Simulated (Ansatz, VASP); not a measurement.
# Si19H30C19 (SiC wire along [111], 38 atoms a period, H-terminated): VASP beside Ansatz

Aim: how closely do two programs agree when they are given the same cell, functional and k mesh? Of the first pair: The structure shown is the start of the Ansatz relaxation below; VASP solves that cell, so the two are compared at the walk's first step.

Main program and level: Ansatz 0.2.0; plane waves, with VASP 6.6.1 beside it; single point at PBE.

## Step 1: Set-up

The cell holds 68 atoms: 19 Si, 19 C and 30 H. Cell: a = 15.395 Å, b = 16.394 Å, c = 7.586 Å, α = 90.0°, β = 90.0°, γ = 90.0°. Vacuum lies along a and b. The structure's axis is c.

## Step 2: Ansatz: relaxation, PBE

Ansatz runs on its PAW soft_1 files.

The two programs are compared at the cell with which this relaxation starts, whose forces are those of its first step.

File input.yaml:

```yaml
crystal:
  lattice:
    - [15.395, 0.0, 0.0]
    - [0.0, 16.394, 0.0]
    - [0.0, 0.0, 7.5863825372]
  atoms:
    - { symbol: Si, position: [0.399403301, 0.455539866, 0.0] }
    - { symbol: Si, position: [0.499992054, 0.291931761, 0.0] }
    - { symbol: Si, position: [0.600580807, 0.455539866, 0.0] }
    - { symbol: C, position: [0.298814548, 0.61914797, 0.25] }
    - { symbol: C, position: [0.399403301, 0.455539866, 0.25] }
    - { symbol: C, position: [0.499992054, 0.291931761, 0.25] }
    - { symbol: C, position: [0.499992054, 0.61914797, 0.25] }
    - { symbol: C, position: [0.600580807, 0.455539866, 0.25] }
    - { symbol: C, position: [0.70116956, 0.61914797, 0.25] }
    - { symbol: H, position: [0.220850926, 0.443273237, 0.26874392] }
    - { symbol: H, position: [0.298814548, 0.316465018, 0.26874392] }
    - { symbol: H, position: [0.422028431, 0.770489446, 0.26874392] }
    - { symbol: H, position: [0.577955677, 0.770489446, 0.26874392] }
    - { symbol: H, position: [0.70116956, 0.316465018, 0.26874392] }
    - { symbol: H, position: [0.779133183, 0.443273237, 0.26874392] }
    - { symbol: H, position: [0.239413693, 0.586942709, 0.299210982] }
    - { symbol: H, position: [0.298814548, 0.683558494, 0.299210982] }
    - { symbol: H, position: [0.440591199, 0.259726499, 0.299210982] }
    - { symbol: H, position: [0.55939291, 0.259726499, 0.299210982] }
    - { symbol: H, position: [0.70116956, 0.683558494, 0.299210982] }
    - { symbol: H, position: [0.760570416, 0.586942709, 0.299210982] }
    - { symbol: Si, position: [0.298814548, 0.401003831, 0.333333333] }
    - { symbol: Si, position: [0.399403301, 0.564611936, 0.333333333] }
    - { symbol: Si, position: [0.499992054, 0.401003831, 0.333333333] }
    - { symbol: Si, position: [0.499992054, 0.72822004, 0.333333333] }
    - { symbol: Si, position: [0.600580807, 0.564611936, 0.333333333] }
    - { symbol: Si, position: [0.70116956, 0.401003831, 0.333333333] }
    - { symbol: C, position: [0.298814548, 0.401003831, 0.583333333] }
    - { symbol: C, position: [0.399403301, 0.564611936, 0.583333333] }
    - { symbol: C, position: [0.499992054, 0.401003831, 0.583333333] }
    - { symbol: C, position: [0.499992054, 0.72822004, 0.583333333] }
    - { symbol: C, position: [0.600580807, 0.564611936, 0.583333333] }
    - { symbol: C, position: [0.70116956, 0.401003831, 0.583333333] }
    - { symbol: H, position: [0.220850926, 0.552345307, 0.602077253] }
    - { symbol: H, position: [0.321439679, 0.715953412, 0.602077253] }
    - { symbol: H, position: [0.399403301, 0.261928984, 0.602077253] }
    - { symbol: H, position: [0.600580807, 0.261928984, 0.602077253] }
    - { symbol: H, position: [0.67854443, 0.715953412, 0.602077253] }
    - { symbol: H, position: [0.779133183, 0.552345307, 0.602077253] }
    - { symbol: H, position: [0.239413693, 0.368798569, 0.632544315] }
    - { symbol: H, position: [0.499992054, 0.792630564, 0.632544315] }
    - { symbol: H, position: [0.760570416, 0.368798569, 0.632544315] }
    - { symbol: Si, position: [0.298814548, 0.510075901, 0.666666667] }
    - { symbol: Si, position: [0.399403301, 0.346467796, 0.666666667] }
    - { symbol: Si, position: [0.399403301, 0.673684005, 0.666666667] }
    - { symbol: Si, position: [0.499992054, 0.510075901, 0.666666667] }
    - { symbol: Si, position: [0.600580807, 0.673684005, 0.666666667] }
    - { symbol: Si, position: [0.600580807, 0.346467796, 0.666666667] }
    - { symbol: Si, position: [0.70116956, 0.510075901, 0.666666667] }
    - { symbol: C, position: [0.298814548, 0.510075901, 0.916666667] }
    - { symbol: C, position: [0.399403301, 0.346467796, 0.916666667] }
    - { symbol: C, position: [0.399403301, 0.673684005, 0.916666667] }
    - { symbol: C, position: [0.499992054, 0.510075901, 0.916666667] }
    - { symbol: C, position: [0.600580807, 0.673684005, 0.916666667] }
    - { symbol: C, position: [0.600580807, 0.346467796, 0.916666667] }
    - { symbol: C, position: [0.70116956, 0.510075901, 0.916666667] }
    - { symbol: H, position: [0.220850926, 0.661417377, 0.935410586] }
    - { symbol: H, position: [0.499992054, 0.207392949, 0.935410586] }
    - { symbol: H, position: [0.779133183, 0.661417377, 0.935410586] }
    - { symbol: H, position: [0.239413693, 0.477870639, 0.965877649] }
    - { symbol: H, position: [0.340002446, 0.314262534, 0.965877649] }
    - { symbol: H, position: [0.399403301, 0.738094529, 0.965877649] }
    - { symbol: H, position: [0.600580807, 0.738094529, 0.965877649] }
    - { symbol: H, position: [0.659981663, 0.314262534, 0.965877649] }
    - { symbol: H, position: [0.760570416, 0.477870639, 0.965877649] }
    - { symbol: Si, position: [0.298814548, 0.61914797, 0.0] }
    - { symbol: Si, position: [0.499992054, 0.61914797, 0.0] }
    - { symbol: Si, position: [0.70116956, 0.61914797, 0.0] }
kpoints:
  mp_grid: { grid: [1, 1, 11] }
scf:
  occupations: { method: fermi_dirac, width: 0.05 }
hamiltonian:
  xc: pbe
  pseudopotentials: { kind: paw, azcp: { folder: soft_1 } }
relax:
  cell: { fix: [a, b, alpha, beta, gamma] }
  max_steps: 45
  f_tol: 0.03
```

On the command line:

```sh
$ ansatz run input.yaml --threads 8 --pin off --max-ram 16384MiB --backend cpu --events-out ev --progress --plain --runs-dir out
```

Numbers of over 12 decimals in the logs are rounded to 6 here.

The program printed:

```text
Engine: ansatz 0.2.0, aarch64-unknown-linux-gnu
Pseudopotentials: kind: paw
Pseudopotential: Si, paw, valence charge 4, recommended cutoff 420 eV (normal), soft_1/Si.paw.azcp
Pseudopotential: C, paw, valence charge 4, recommended cutoff 420 eV (normal), soft_1/C.paw.azcp
Pseudopotential: H, paw, valence charge 1, recommended cutoff 420 eV (normal), soft_1/H.paw.azcp
Functional definition: PBE
  parameter kappa = 0.804
  parameter beta = 0.066725
  exchange = pbe_x(kappa = kappa, mu = beta*pi^2/3)
  correlation = pbe_c(beta = beta)
Crystal: 68 atoms, lattice volume = 1914.694 Å³
Basis set: ecut = 420 eV, 37469 PW (Γ), exchange–correlation on 216×240×108 points (8 copies of the dense FFT grid, shifted against one another)
Bands: 159, of which v1, the nominal top of the filled ones, is band 91 counted from 1 (90 counted from 0)
Symmetry: 2 space group operations
Space group: Pm (ITA 6), of the structure as read, at distance tolerance 1.2e-4 Å
k-points: 6 of 11 (time reversal used)
Non-local potential: Si, projectors of the file, l = 0: 2, l = 1: 2, l = 2: 1
Non-local potential: C, projectors of the file, l = 0: 2, l = 1: 2, l = 2: 1
Non-local potential: H, projectors of the file, l = 0: 2, l = 1: 1
PAW form: soft (Blöchl's): semilocal exchange-correlation on the pseudo side does not see the compensation charge
PAW one-centre angular grid: Si, 110 points (default); XC on 64 Gauss nodes
PAW one-centre angular grid: C, 110 points (default); XC on 64 Gauss nodes
PAW one-centre angular grid: H, 110 points (default); XC on 64 Gauss nodes
Initial density: superposition of atomic densities (neutral atoms: chi_scale 0, normalization atom)
Initial wavefunctions: pseudopotential atomic-orbital guess
Functional: x = pbe(κ = 0.804, μ = 0.219515), c = pbe(β = 0.066725)
SCF iter   1: F=—  HF=-17378.070689 eV  |F-HF|=—  |Δ(HF+E_count)|=         —  Δρ=7.69e-2  dr2=1.42e2  ethr=3.10e-3  ⟨swp⟩=8.5  Hψ=5961  notcnv=0  defer=139
preconditioner: auto → Resta (q_TF=auto, 1.843 Å⁻¹)  ε∞=1.7  [insulator: Δε(μ)=5.063 eV  Ē_g=13.322 eV  σ=0.050 eV  W_gap=1.00  n_scr=196 (ndim 8)  ℏωp=11.4 eV  f_vac=0.564  D(μ)=0.00/eV (n_scr^D=0)  ε∞_Penn≈1.7  vacuum switching on, ρ_ref=1.3e-2 e/Å³]
SCF iter   2: F=—  HF=-17336.032105 eV  |F-HF|=—  |Δ(HF+E_count)|=    4.20e1  Δρ=2.84e-2  dr2=1.03e1  ethr=3.10e-3  ⟨swp⟩=4.3  Hψ=2327  notcnv=0  defer=365
SCF iter   3: F=—  HF=-17333.711435 eV  |F-HF|=—  |Δ(HF+E_count)|=    2.32e0  Δρ=1.16e-2  dr2=2.15e0  ethr=3.10e-3  ⟨swp⟩=3.5  Hψ=1559  notcnv=0  defer=365
SCF iter   4: F=—  HF=-17333.350067 eV  |F-HF|=—  |Δ(HF+E_count)|=   3.61e-1  Δρ=2.29e-3  dr2=3.88e-1  ethr=1.18e-3  ⟨swp⟩=5.7  Hψ=1257  notcnv=0  defer=365
SCF iter   5: F=—  HF=-17333.268652 eV  |F-HF|=—  |Δ(HF+E_count)|=   8.14e-2  Δρ=9.15e-4  dr2=8.91e-3  ethr=2.13e-4  ⟨swp⟩=4.5  Hψ=1524  notcnv=0  defer=363
SCF iter   6: F=—  HF=-17333.273849 eV  |F-HF|=—  |Δ(HF+E_count)|=   5.20e-3  Δρ=3.26e-4  dr2=2.29e-3  ethr=4.90e-6  ⟨swp⟩=2.0  Hψ=1213  notcnv=0  defer=363
SCF iter   7: F=—  HF=-17333.273862 eV  |F-HF|=—  |Δ(HF+E_count)|=   1.28e-5  Δρ=5.66e-5  dr2=8.54e-5  ethr=1.26e-6  ⟨swp⟩=2.0  Hψ=1099  notcnv=0  defer=363
SCF iter   8: F=—  HF=-17333.274061 eV  |F-HF|=—  |Δ(HF+E_count)|=   1.99e-4  Δρ=2.13e-5  dr2=1.01e-5  ethr=4.69e-8  ⟨swp⟩=2.0  Hψ=1356  notcnv=0  defer=363
SCF iter   9: F=—  HF=-17333.274063 eV  |F-HF|=—  |Δ(HF+E_count)|=   2.44e-6  Δρ=7.37e-6  dr2=1.17e-6  ethr=5.54e-9  ⟨swp⟩=2.2  Hψ=1179  notcnv=0  defer=363
SCF iter  10: F=-17333.274064 eV  HF=-17333.274064 eV  |F-HF|=1.30e-8  |Δ(HF+E_count)|=   3.47e-7  Δρ=1.62e-6  dr2=5.45e-8  ethr=5.49e-11  ⟨swp⟩=3.8  Hψ=3171  notcnv=0
SCF 1 converged in 10 iterations: F = -17333.274064 eV  dr2 = 5.45e-8
  greatest PAW one-centre occupation: 0.646 electrons in one spin orbital (limit 2), on the C atom at site 5 (counted from 0), in its partial waves of l = 0
relax step   1: F+E_penalty+E_count = -17333.27406372 eV  Δ(F+E_penalty+E_count) = +0.000e0 eV  max|allowed force component| = 6.876e-1 eV/Å  Δτ_max = 0.0000 Å  P = +0.068 GPa  Ω = 1914.694 Å³  fix = [a, b, alpha, beta, gamma]  reactions: a -0.107, b -0.102 GPa; alpha -0.002 GPa/rad  (10 SCF iters, dr2 threshold 1.00e-7 eV, accepted)
Crystal: 68 atoms, lattice volume = 1940.390 Å³
Basis set: ecut = 420 eV, 37985 PW (Γ), exchange–correlation on 216×240×108 points (8 copies of the dense FFT grid, shifted against one another)
Initial density: handed on by an earlier stage of this run
Initial wavefunctions: those handed on with the density
iter 1 solved again at ethr=1.88e-4 eV; its pass at ethr=3.10e-3 eV (dr2=3.43e-1 eV) is discarded
SCF iter   1: F=—  HF=-17333.727972 eV  |F-HF|=—  |Δ(HF+E_count)|=         —  Δρ=4.85e-3  dr2=3.68e-1  ethr=1.88e-4  ⟨swp⟩=6.5  Hψ=5378  notcnv=0
[...]
atom  20  H     -0.00229762     0.00501664     0.00011586
  atom  21  H      0.00308551    -0.00449957     0.00007890
  atom  22  Si     0.00712378     0.00394826    -0.00215342
  atom  23  Si    -0.00668701     0.00425460    -0.00391593
  atom  24  Si    -0.00000000    -0.00773184    -0.00387690
  atom  25  Si    -0.00000000    -0.00762289    -0.00212573
  atom  26  Si     0.00668701     0.00425460    -0.00391593
  atom  27  Si    -0.00712378     0.00394826    -0.00215342
  atom  28  C      0.00998261     0.00544656     0.00265935
  atom  29  C     -0.01352360     0.00753870     0.00138675
  atom  30  C      0.00000000    -0.01615183     0.00132619
  atom  31  C      0.00000000    -0.01149528     0.00283962
  atom  32  C      0.01352360     0.00753870     0.00138675
  atom  33  C     -0.00998261     0.00544656     0.00265935
  atom  34  H      0.00233254    -0.00362596    -0.00029814
  atom  35  H      0.00436356    -0.00016975    -0.00031296
  atom  36  H     -0.00203854     0.00380389    -0.00034773
  atom  37  H      0.00203854     0.00380389    -0.00034773
  atom  38  H     -0.00436356    -0.00016975    -0.00031296
  atom  39  H     -0.00233254    -0.00362596    -0.00029814
  atom  40  H     -0.00411019    -0.00227780    -0.00113724
  atom  41  H     -0.00000000     0.00480313    -0.00110686
  atom  42  H      0.00411019    -0.00227780    -0.00113724
  atom  43  Si    -0.00133976    -0.00245541    -0.00209064
[...]
atom  61  H      0.00022022    -0.00123207     0.00208430
  atom  62  H     -0.00125313     0.00052895     0.00205912
  atom  63  H      0.00125313     0.00052895     0.00205912
  atom  64  H     -0.00022022    -0.00123207     0.00208430
  atom  65  H      0.00102315     0.00097846     0.00207505
  atom  66  Si     0.00015273    -0.00001683     0.00042689
  atom  67  Si    -0.00000000     0.00276950    -0.00546126
  atom  68  Si    -0.00015273    -0.00001683     0.00042689
  max |Σ_I F_I| component: 5.50e-6 eV/Å
--- Stress (GPa, compression-positive) ---
       -0.004246       0.000000       0.000000
        0.000000      -0.006561       0.000324
        0.000000       0.000320       0.013301
  P = ⅓ Tr σ = 0.0008 GPa (0.008 kbar)
--- Relaxed structure (4 steps of the walk, 4 accepted, 1 SCFs on fresh bases) ---
  F+E_penalty+E_count = -17333.70954390 eV   max|allowed force component| = 1.855e-2 eV/Å   (the final SCF, on the basis selected at the relaxed cell)
  cell:  # Å, volume = 1935.6965 Å³
    - [15.395, 0, 0]
    - [0, 16.394, 0]
    - [0, 0, 7.669599]
  atoms:
    - { symbol: Si, position: [0.399236, 0.455460, 0.00185776] }
    - { symbol: Si, position: [0.500000, 0.291534, 0.000768013] }
    - { symbol: Si, position: [0.600764, 0.455460, 0.00185776] }
    - { symbol: C, position: [0.299685, 0.618673, 0.245988] }
    - { symbol: C, position: [0.399047, 0.455340, 0.250722] }
    - { symbol: C, position: [0.500000, 0.292871, 0.246007] }
    - { symbol: C, position: [0.500000, 0.619537, 0.250722] }
    - { symbol: C, position: [0.600953, 0.455340, 0.250722] }
    - { symbol: C, position: [0.700315, 0.618673, 0.245988] }
    - { symbol: H, position: [0.217986, 0.441257, 0.272341] }
    - { symbol: H, position: [0.295570, 0.315117, 0.272365] }
    - { symbol: H, position: [0.422418, 0.773783, 0.272305] }
    - { symbol: H, position: [0.577582, 0.773783, 0.272305] }
    - { symbol: H, position: [0.704430, 0.315117, 0.272365] }
    - { symbol: H, position: [0.782014, 0.441257, 0.272341] }
    - { symbol: H, position: [0.240375, 0.588676, 0.293961] }
    - { symbol: H, position: [0.297706, 0.681906, 0.293959] }
    - { symbol: H, position: [0.442669, 0.259660, 0.293999] }
    - { symbol: H, position: [0.557331, 0.259660, 0.293999] }
    - { symbol: H, position: [0.702294, 0.681906, 0.293959] }
    - { symbol: H, position: [0.759625, 0.588676, 0.293961] }
    - { symbol: Si, position: [0.299463, 0.401347, 0.337604] }
    - { symbol: Si, position: [0.398809, 0.564955, 0.334797] }
    - { symbol: Si, position: [0.500000, 0.400367, 0.334800] }
    - { symbol: Si, position: [0.500000, 0.727558, 0.337587] }
    - { symbol: Si, position: [0.601191, 0.564955, 0.334797] }
    - { symbol: Si, position: [0.700537, 0.401347, 0.337604] }
    - { symbol: C, position: [0.300628, 0.401977, 0.582632] }
    - { symbol: C, position: [0.399111, 0.564774, 0.583359] }
    - { symbol: C, position: [0.500000, 0.400671, 0.583361] }
    - { symbol: C, position: [0.500000, 0.726268, 0.582617] }
    - { symbol: C, position: [0.600889, 0.564774, 0.583359] }
    - { symbol: C, position: [0.699372, 0.401977, 0.582632] }
    - { symbol: H, position: [0.218843, 0.552238, 0.606835] }
    - { symbol: H, position: [0.320504, 0.717601, 0.606832] }
    - { symbol: H, position: [0.398334, 0.260334, 0.606880] }
    - { symbol: H, position: [0.601666, 0.260334, 0.606880] }
    - { symbol: H, position: [0.679496, 0.717601, 0.606832] }
    - { symbol: H, position: [0.781157, 0.552238, 0.606835] }
    - { symbol: H, position: [0.241903, 0.370138, 0.629454] }
    - { symbol: H, position: [0.500000, 0.789951, 0.629406] }
    - { symbol: H, position: [0.758097, 0.370138, 0.629454] }
    - { symbol: Si, position: [0.299591, 0.509900, 0.669351] }
    - { symbol: Si, position: [0.399621, 0.347195, 0.669356] }
    - { symbol: Si, position: [0.399971, 0.673176, 0.669344] }
    - { symbol: Si, position: [0.500000, 0.510093, 0.668103] }
    - { symbol: Si, position: [0.600029, 0.673176, 0.669344] }
    - { symbol: Si, position: [0.600379, 0.347195, 0.669356] }
    - { symbol: Si, position: [0.700409, 0.509900, 0.669351] }
    - { symbol: C, position: [0.300737, 0.511437, 0.914963] }
    - { symbol: C, position: [0.401623, 0.347338, 0.914970] }
    - { symbol: C, position: [0.399110, 0.671447, 0.914959] }
    - { symbol: C, position: [0.500000, 0.510076, 0.917801] }
    - { symbol: C, position: [0.600890, 0.671447, 0.914959] }
    - { symbol: C, position: [0.598377, 0.347338, 0.914970] }
    - { symbol: C, position: [0.699263, 0.511437, 0.914963] }
    - { symbol: H, position: [0.218737, 0.662544, 0.935468] }
    - { symbol: H, position: [0.500000, 0.205102, 0.935546] }
    - { symbol: H, position: [0.781263, 0.662544, 0.935468] }
    - { symbol: H, position: [0.241656, 0.479766, 0.960669] }
    - { symbol: H, position: [0.342868, 0.315140, 0.960683] }
    - { symbol: H, position: [0.398787, 0.735333, 0.960642] }
    - { symbol: H, position: [0.601213, 0.735333, 0.960642] }
    - { symbol: H, position: [0.657132, 0.315140, 0.960683] }
    - { symbol: H, position: [0.758344, 0.479766, 0.960669] }
    - { symbol: Si, position: [0.298428, 0.619375, 0.000741891] }
    - { symbol: Si, position: [0.500000, 0.619357, 0.00186106] }
    - { symbol: Si, position: [0.701572, 0.619375, 0.000741891] }
```

[end of part 1 of 3]

[Lines on the potential files, build, host, timing and source positions are cut from VASP's logs without a mark.]

[Logs are printed without paths, hosts, clocks, repeated set-up lines and the standing remarks that a program may print on its own settings, such as how far it seeks lower states.]

[Hosts, paths, dates, database ids (printed as entryN), source tags and the programs' standing remarks are cut or masked in the printed files.]
